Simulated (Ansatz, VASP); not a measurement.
# Mn3GeC in two plane-wave programs, part 2 of 3

One calculation is typed for both programs; each brings its own data sets. How far apart do they land? Of the first pair: The two relaxations start from unlike cells of this crystal (the structure described is Ansatz's start), so only their ends are compared.

VASP 6.6.1 and Ansatz 0.2.0.

So far: Starting point; Ansatz: relaxation of cell and atoms, PBEsol, pair 1.

## 3. VASP: relaxation of cell and atoms, PBEsol, pair 1

Level of this step: PBEsol, spin-polarised from a ferromagnetic start; plane waves and PAW (Mn_pv, Ge_d, C) (VASP).

Its own start cell and the same functional, mesh and smearing now go to VASP, with its own data sets.

Lines of VASP's logs that name or quote its potential files are left out, and so is its time.

File INCAR:

```
SYSTEM = Mn3GeC
PREC = Accurate
ENCUT = 600
EDIFF = 1E-07
NELM = 200
ISMEAR = 0
SIGMA = 0.1
LREAL = .FALSE.
ALGO = Normal
GGA = PS
NBANDS = 39
ISPIN = 2
MAGMOM = 0.8 0.8 0.8 -0.07 -0.08
LASPH = .TRUE.
LMAXMIX = 4
LORBIT = 11
LWAVE = .FALSE.
LCHARG = .FALSE.
ISIF = 3
IBRION = 2
NSW = 80
EDIFFG = -0.005
GGA_COMPAT = .FALSE.
NELMIN = 4
KPAR = 2
```

File POSCAR:

```
Mn3GeC
1.0
    3.7433637606      0.0000000000      0.0000000000
    0.0000000000      3.7433637606      0.0000000000
    0.0000000000      0.0000000000      3.7433637606
Mn Ge C
3 1 1
Direct
    0.5000000000      0.0000000000      0.5000000000
    0.0000000000      0.5000000000      0.5000000000
    0.5000000000      0.5000000000      0.0000000000
    0.0000000000      0.0000000000      0.0000000000
    0.5000000000      0.5000000000      0.5000000000
```

File KPOINTS:

```
Automatic mesh
0
Gamma
6 6 6
0 0 0
```

The projector-augmented-wave data sets are Mn_pv, Ge_d and C (PBE family, release 64).

Command:

```bash
$ mpirun -np 2 vasp_std
```

Numbers of over 12 decimals in the logs are rounded to 6 here.

Log:

```text
[banner, memory and clock lines left out]
running    2 mpi-ranks, on    1 nodes
 distrk:  each k-point on    1 cores,    2 groups
 distr:  one band on    1 cores,    1 groups

 POSCAR found type information on POSCAR MnGeC
 POSCAR found :  3 types and       5 ions
|                                                                             |
|               ----> ADVICE to this user running VASP <----                  |
|                                                                             |
|     You enforced a specific xc type in the INCAR file but a different       |
|     [... a line on the potential file left out ...]
|     I HOPE YOU KNOW WHAT YOU ARE DOING!                                     |
|                                                                             |

 LDA part: xc-table for (Slater+PW92), standard interpolation
 POSCAR, INCAR and KPOINTS ok, starting setup
 FFT: planning ... GRIDC
 FFT: planning ... GRID_SOFT
 FFT: planning ... GRID
 WAVECAR not read
 entering main loop
       N       E                     dE             d eps       ncg     rms          rms(c)
DAV:   1     0.690051813317E+03    0.69005E+03   -0.32594E+04  3705   0.338E+03
DAV:   2     0.300561157613E+02   -0.66000E+03   -0.62872E+03  3120   0.748E+02
DAV:   3    -0.498748763388E+02   -0.79931E+02   -0.77121E+02  3309   0.208E+02
DAV:   4    -0.534249510164E+02   -0.35501E+01   -0.35257E+01  3540   0.453E+01
DAV:   5    -0.535126273064E+02   -0.87676E-01   -0.87664E-01  3442   0.794E+00    0.370E+01
DAV:   6    -0.477964857086E+02    0.57161E+01   -0.76569E+01  3391   0.726E+01    0.169E+01
DAV:   7    -0.444643424204E+02    0.33321E+01   -0.17478E+01  3344   0.412E+01    0.776E+00
DAV:   8    -0.444142645178E+02    0.50078E-01   -0.10819E+00  3303   0.560E+00    0.350E+00
DAV:   9    -0.443802420317E+02    0.34022E-01   -0.71202E-02  3552   0.209E+00    0.111E+00
DAV:  10    -0.443789207995E+02    0.13212E-02   -0.91998E-03  3342   0.731E-01    0.349E-01
DAV:  11    -0.443786148589E+02    0.30594E-03   -0.88837E-04  3988   0.284E-01    0.120E-01
DAV:  12    -0.443786495544E+02   -0.34696E-04   -0.15353E-04  3608   0.976E-02    0.512E-02
DAV:  13    -0.443786429887E+02    0.65657E-05   -0.19010E-05  3827   0.330E-02    0.218E-02
DAV:  14    -0.443786421473E+02    0.84139E-06   -0.70834E-06  3588   0.154E-02    0.540E-03
DAV:  15    -0.443786420203E+02    0.12700E-06   -0.47884E-07  3033   0.468E-03    0.199E-03
DAV:  16    -0.443786419705E+02    0.49868E-07   -0.11593E-07  2044   0.200E-03
   1 F= -.44378642E+02 E0= -.44369949E+02  d E =-.443786E+02  mag=     2.6658
 curvature:   0.00 expect dE= 0.000E+00 dE for cont linesearch  0.000E+00
 trial: gam= 0.00000 g(F)=  0.000E+00 g(S)=  0.364E-04 ort = 0.000E+00 (trialstep = 0.100E+01)
 search vector abs. value=  0.364E-04
 bond charge predicted
       N       E                     dE             d eps       ncg     rms          rms(c)
DAV:   1    -0.443798234558E+02   -0.11814E-02   -0.15400E-02  3312   0.143E+00    0.320E-01
DAV:   2    -0.443791552492E+02    0.66821E-03   -0.81309E-03  3295   0.868E-01    0.205E-01
DAV:   3    -0.443786760910E+02    0.47916E-03   -0.13333E-03  3281   0.393E-01    0.529E-02
DAV:   4    -0.443786437156E+02    0.32375E-04   -0.12196E-04  3568   0.683E-02    0.348E-02
DAV:   5    -0.443786376169E+02    0.60986E-05   -0.96643E-06  3450   0.253E-02    0.101E-02
DAV:   6    -0.443786363400E+02    0.12770E-05   -0.30484E-06  3658   0.165E-02    0.515E-03
DAV:   7    -0.443786362096E+02    0.13034E-06   -0.53394E-07  3122   0.577E-03    0.211E-03
DAV:   8    -0.443786362276E+02   -0.18024E-07   -0.68984E-08  1637   0.343E-03
   2 F= -.44378636E+02 E0= -.44369874E+02  d E =0.574285E-05  mag=     2.6701
 trial-energy change:    0.000006  1 .order    0.000003   -0.000036    0.000042
 step:   0.4090(harm=  0.4656)  dis= 0.00000  next Energy=   -44.378649 (dE=-0.724E-05)
 bond charge predicted
       N       E                     dE             d eps       ncg     rms          rms(c)
DAV:   1    -0.443790625477E+02   -0.42634E-03   -0.53695E-03  3306   0.843E-01    0.189E-01
DAV:   2    -0.443788324381E+02    0.23011E-03   -0.28333E-03  3281   0.512E-01    0.121E-01
DAV:   3    -0.443786636600E+02    0.16878E-03   -0.46456E-04  3267   0.232E-01    0.312E-02
DAV:   4    -0.443786521480E+02    0.11512E-04   -0.42518E-05  3532   0.403E-02    0.206E-02
DAV:   5    -0.443786502045E+02    0.19435E-05   -0.33401E-06  3472   0.148E-02    0.598E-03
DAV:   6    -0.443786499175E+02    0.28695E-06   -0.10703E-06  3485   0.982E-03    0.302E-03
DAV:   7    -0.443786498470E+02    0.70489E-07   -0.18905E-07  2747   0.344E-03
   3 F= -.44378650E+02 E0= -.44369928E+02  d E =-.787654E-05  mag=     2.6675
 curvature:  -0.23 expect dE=-0.182E-06 dE for cont linesearch -0.182E-06
 trial: gam=-0.12580 g(F)=  0.656E-67 g(S)=  0.793E-06 ort = 0.537E-05 (trialstep = 0.882E+00)
 search vector abs. value=  0.174E-07
 reached required accuracy - stopping structural energy minimisation
```

Parts of OUTCAR (step 3):

```text
ion  position               nearest neighbor table
   1  0.500  0.000  0.500-   5 1.87   5 1.87   4 2.65   2 2.65   3 2.65   4 2.65   2 2.65   3 2.65
                             3 2.65   3 2.65   2 2.65   4 2.65   4 2.65   2 2.65
   2  0.000  0.500  0.500-   5 1.87   5 1.87   4 2.65   1 2.65   3 2.65   4 2.65   1 2.65   4 2.65
                             4 2.65   1 2.65   3 2.65   3 2.65   3 2.65   1 2.65
   3  0.500  0.500  0.000-   5 1.87   5 1.87   4 2.65   1 2.65   1 2.65   2 2.65   2 2.65   1 2.65
                             4 2.65   1 2.65   2 2.65   4 2.65   2 2.65   4 2.65
   4  0.000  0.000  0.000-   1 2.65   2 2.65   3 2.65   1 2.65   2 2.65   2 2.65   3 2.65   2 2.65
                             1 2.65   3 2.65   1 2.65   3 2.65
   5  0.500  0.500  0.500-   1 1.87   2 1.87   3 1.87   3 1.87   1 1.87   2 1.87

  LATTYP: Found a simple cubic cell.
 ALAT       =     3.7433637606

 Subroutine GETGRP returns: Found 48 space group operations
 (whereof 48 operations were pure point group operations)

The static configuration has the point symmetry O_h .

 Found     20 irreducible k-points:

   k-points           NKPTS =     20   k-points in BZ     NKDIM =     20   number of bands    NBANDS=     39

   dimension x,y,z NGX =    30 NGY =   30 NGZ =   30
   dimension x,y,z NGXF=    60 NGYF=   60 NGZF=   60

   ENCUT  =  600.0 eV  44.10 Ry    6.64 a.u.   7.48  7.48  7.48*2*pi/ulx,y,z

   NELECT =      57.0000    total number of electrons

 k-points in reciprocal lattice and weights: Automatic mesh
   0.00000000  0.00000000  0.00000000       0.005
   0.16666667  0.00000000  0.00000000       0.028
   0.33333333  0.00000000  0.00000000       0.028
   0.50000000  0.00000000  0.00000000       0.014
   0.16666667  0.16666667  0.00000000       0.056
   0.33333333  0.16666667  0.00000000       0.111
   0.50000000  0.16666667  0.00000000       0.056
   0.33333333  0.33333333  0.00000000       0.056
   0.50000000  0.33333333  0.00000000       0.056
[...]
0.50000000  0.50000000  0.33333333       0.028
   0.50000000  0.50000000  0.50000000       0.005

 average (electrostatic) potential at core
       1 -64.2595       2 -64.2595       3 -64.2595       4 -68.9060       5 -44.9211

 E-fermi :  10.2118

 spin component 1
 k-point     1 :       0.0000    0.0000    0.0000
  band No.  band energies     occupation
    ...
     25       9.2009      1.00000
     26       9.2009      1.00000
     27       9.2009      1.00000
     28       9.7702      1.00000
     29       9.7702      1.00000
     30      11.0027      0.00000
     31      11.0644      0.00000
     32      11.0644      0.00000
     33      11.0644      0.00000
     34      11.8276      0.00000
    ...

 k-point     2 :       0.1667    0.0000    0.0000
  band No.  band energies     occupation
    ...
     25       9.0920      1.00000
     26       9.1666      1.00000
     27       9.2424      1.00000
     28       9.2424      1.00000
     29       9.7728      1.00000
     30      10.8336      0.00000
     31      11.0648      0.00000
     32      11.1846      0.00000
     33      11.1846      0.00000
     34      11.9438      0.00000
    ...

 k-point     3 :       0.3333    0.0000    0.0000
  band No.  band energies     occupation
    ...
     25       8.8467      1.00000
     26       8.8479      1.00000
     27       9.2948      1.00000
     28       9.2949      1.00000
     29       9.7510      1.00000
     30      10.3964      0.00451
     31      11.0656      0.00000
     32      11.5868      0.00000
     33      11.5868      0.00000
     34      12.2554      0.00000
    ...

 k-point     4 :       0.5000    0.0000    0.0000
  band No.  band energies     occupation
    ...
     26       8.8832      1.00000
     27       9.3078      1.00000
     28       9.3078      1.00000
     29       9.6572      1.00000
     30      10.1263      0.88666
     31      11.0661      0.00000
     32      11.8369      0.00000
     33      11.8369      0.00000
     34      12.2940      0.00000
     35      13.6861      0.00000
    ...

 k-point     5 :       0.1667    0.1667    0.0000
  band No.  band energies     occupation
    ...
     25       8.9714      1.00000
     26       9.1195      1.00000
     27       9.2148      1.00000
     28       9.3068      1.00000
     29       9.7288      1.00000
     30      10.6141      0.00000
     31      10.8545      0.00000
     32      11.2351      0.00000
     33      11.4694      0.00000
     34      11.5252      0.00000
    ...

 k-point     6 :       0.3333    0.1667    0.0000
  band No.  band energies     occupation
    ...
     25       8.7133      1.00000
     26       8.8913      1.00000
     27       9.3429      1.00000
     28       9.4097      1.00000
     29       9.6842      1.00000
     30      10.2817      0.16157
     31      10.7026      0.00000
     32      11.4894      0.00000
     33      11.6688      0.00000
     34      12.0252      0.00000
    ...

  Total        0.0052336      0.0052336      0.0052336      0.0000000     -0.0000000      0.0000000
  in kB        0.1597886      0.1597886      0.1597886      0.0000000     -0.0000000      0.0000000
  external PRESSURE =       0.1597886 kB  Pullay stress =       0.0000000 kB

  energy-cutoff  :      600.00
  volume of cell :       52.48
      direct lattice vectors                 reciprocal lattice vectors
     3.743887602 -0.000000000 -0.000000000     0.267102036 -0.000000000 -0.000000000
     0.000000000  3.743887602 -0.000000000     0.000000000  0.267102036  0.000000000
     0.000000000 -0.000000000  3.743887602     0.000000000  0.000000000  0.267102036

 POSITION                                       TOTAL-FORCE (eV/Angst)
 -----------------------------------------------------------------------------------
      1.87194     -0.00000      1.87194         0.000000     -0.000000      0.000000
      0.00000      1.87194      1.87194         0.000000     -0.000000      0.000000
      1.87194      1.87194     -0.00000        -0.000000      0.000000      0.000000
      0.00000      0.00000      0.00000        -0.000000      0.000000      0.000000
      1.87194      1.87194      1.87194        -0.000000      0.000000      0.000000
 -----------------------------------------------------------------------------------
    total drift:                                0.000000      0.000000     -0.000000

  FREE ENERGIE OF THE ION-ELECTRON SYSTEM (eV)
  ---------------------------------------------------
  free  energy   TOTEN  =       -44.3786498470 eV

  energy  without entropy=      -44.3612054886  energy(sigma->0) =      -44.36992767

 reached required accuracy - stopping structural energy minimisation

 total charge
# of ion       s       p       d       tot
------------------------------------------
    1        0.340   6.422   5.328  12.089
    2        0.340   6.422   5.328  12.089
    3        0.340   6.422   5.328  12.089
    4        1.066   1.221  10.099  12.387
    5        0.909   1.642   0.000   2.551
--------------------------------------------------
tot          2.994  22.128  26.083  51.205

 magnetization (x)
# of ion       s       p       d       tot
------------------------------------------
    1        0.000   0.002   0.934   0.936
    2        0.000   0.002   0.934   0.936
    3        0.000   0.002   0.934   0.936
    4       -0.014  -0.082   0.011  -0.084
    5       -0.009  -0.067   0.000  -0.076
--------------------------------------------------
tot         -0.022  -0.142   2.812   2.648

[... 6 further parts left out ...]
```

CONTCAR:

```
Mn3GeC
   1.00000000000000
     3.7438876018378324   -0.0000000000000000   -0.0000000000000000
     0.0000000000000000    3.7438876018378324   -0.0000000000000000
     0.0000000000000000   -0.0000000000000000    3.7438876018378324
  Mn              Ge              C
     3     1     1
Direct
     0.5000000000000000    0.0000000000000000    0.5000000000000000
     0.0000000000000000    0.5000000000000000    0.5000000000000000
     0.5000000000000000    0.5000000000000000    0.0000000000000000
     0.0000000000000000    0.0000000000000000    0.0000000000000000
     0.5000000000000000    0.5000000000000000    0.5000000000000000
```

The magnetic state follows from one typed start and may not be the lowest.

## 4. Side by side

Known differences besides the potentials themselves: VASP starts from the moments at which Ansatz ended; the data sets hold 63 valence electrons in Ansatz (on its PAW soft_1 files) and 57 in VASP; the cutoff is 420 eV in Ansatz and 600 eV in VASP; Ansatz makes its cores anew for this functional, VASP keeps those of its PBE data sets; Ansatz adds a Pulay correction to the stress that steers its cell, VASP none; site moments are counted in spheres of each program's own size. Total energies have different zeros and are not compared.

Compared:

| quantity | Ansatz | VASP | difference |
| --- | --- | --- | --- |
| volume (Å³) | 52.36 | 52.48 | -0.21 % |
| edge a after relaxation, in the typed setting (Å) | 3.741 | 3.744 | -0.07 % |
| total moment (μB) | 2.64 | 2.67 | -0.03 |
| moment on Mn1 (μB) | 0.80 | 0.94 | -0.14 |
| moment on Mn2 (μB) | 0.80 | 0.94 | -0.14 |
| moment on Mn3 (μB) | 0.80 | 0.94 | -0.14 |
| moment on Ge4 (μB) | -0.07 | -0.08 | +0.01 |
| moment on C5 (μB) | -0.08 | -0.08 | 0.00 |

## 5. Ansatz: relaxation of cell and atoms, PBEsol, pair 2

The relaxed volume is the usual yardstick between codes: in a stiff, nearly cubic crystal its relative difference is about their pressure difference at one cell divided by the bulk modulus. Its start cell is another than that of the pair before, and may be another structure of the material.

The cell is taken from a series of runs on this material, whose earlier steps may have relaxed, scaled, displaced or heated it; both programs get it as it stands.

File input.yaml:

```yaml
crystal:
  lattice:
    - [3.741212053, 0.0, 0.0]
    - [0.0, 3.741212053, 0.0]
    - [0.0, 0.0, 3.741212053]
  atoms:
    - { symbol: Mn, position: [0.5, 0.0, 0.5], spin: 0.88 }
    - { symbol: Mn, position: [0.0, 0.5, 0.5], spin: 0.88 }
    - { symbol: Mn, position: [0.5, 0.5, 0.0], spin: 0.88 }
    - { symbol: Ge, position: [0.0, 0.0, 0.0] }
    - { symbol: C, position: [0.5, 0.5, 0.5] }
kpoints:
  mp_grid: { grid: [10, 10, 10] }
hamiltonian:
  xc: pbesol
  pseudopotentials: { kind: paw, azcp: { folder: soft_1 }, xc_functional: pbe }
scf:
  occupations: { method: gaussian, width: 0.1 }
output:
  forces: true
  stress: true
  eigenvalues: true
  populations: true
  write_density: true
  write_potential: true
  elf: true
  volumetric_format: npy
magnetization:
  spin_polarized: true
relax:
  adjacent_minimum: "off"
  f_tol: 0.005
  max_steps: 80
  cell: { stress_tol: 0.05 }
```

Command:

```bash
$ ansatz run input.yaml --threads 4 --pin off --max-ram 10240MiB --backend cpu --events-out ev --progress --plain --runs-dir out
```

Log:

```text
[...]
Crystal: 5 atoms, lattice volume = 52.365 Å³
Basis set: ecut = 420 eV, 1021 PW (Γ), exchange–correlation on 54×54×54 points (8 copies of the dense FFT grid, shifted against one another)
Bands: 40, of which v1, the nominal top of the filled ones, is band 32 counted from 1 (31 counted from 0)
Symmetry: 48 space group operations
[...]
- { symbol: Ge, position: [0, 0, 0] }
    - { symbol: C, position: [0.500000, 0.500000, 0.500000] }
--- Löwdin populations: 5 sites ---
  site symbol       q [e]    m [muB]
     0     Mn     14.4324     1.0072
     1     Mn     14.4324     1.0072
     2     Mn     14.4324     1.0072
     3     Ge     14.4758    -0.1694
     4      C      4.7989    -0.1233
  spilling = 0.006796 (of n_electrons = 63.000000)
[key lines of the parts left out:]
SCF converged after 8 iterations
Magnetization: 2.7286 μB (32.8643 up, 30.1357 down)
Free energy (F): -16107.162662 eV
Fermi energy:    18.078456 eV
P = ⅓ Tr σ = 0.0050 GPa (0.050 kbar)
```

(Part 2 of 3 ends here.)

[Lines on the potential files, build, host, timing and source positions are cut from VASP's logs without a mark.]

[Logs are printed without paths, hosts, clocks, repeated set-up lines and the standing remarks that a program may print on its own settings, such as how far it seeks lower states.]

[Hosts, paths, dates, database ids (printed as entryN), source tags and the programs' standing remarks are cut or masked in the printed files.]
